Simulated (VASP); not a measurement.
NaI (rock salt):

```yaml
crystal:
  lattice:
    - [0.00000, 3.23500, 3.23500]
    - [3.23500, 0.00000, 3.23500]
    - [3.23500, 3.23500, 0.00000]
  atoms:
    - { symbol: Na, position: [0.00000, 0.00000, 0.00000] }
    - { symbol: I, position: [0.50000, 0.50000, 0.50000] }
```

The lowest empty band near Γ, direction [110], from PBE with spin-orbit coupling in VASP (PAW); its two spin partners are averaged. The gap over the points computed is 3.31 eV, and the next band on that side lies 4.27 eV away at the edge.

Numerical set-up: 400 eV cut-off, 8×8×8 Γ-centred mesh, Gaussian smearing of 0.050 eV, potentials Na_pv I.

```tsv
distance from the edge in k (1/Å)	distance in energy (meV)
0.018	4.6
0.025	9.0
0.035	17.5
0.050	35.6
0.070	69.0
```

### Question
Fit E(1 + αE) = ħ²k²/2m* (ħ²/2m0 = 3.810 eV Å²) and predict the row at 0.095 1/Å.

### Answer
Least squares on the energies gives the electron mass m* = 0.265 m0 and α = 0.32 per eV, and so 124.9 meV. The run gave 124.9 meV, -0.0 meV from the fit.

Left out are points under 3 meV from the edge, since the levels carry 0.1 meV, and points farther than half the way to the next band.

The compound is NaI in the rock salt structure. The cell was not relaxed at this level.
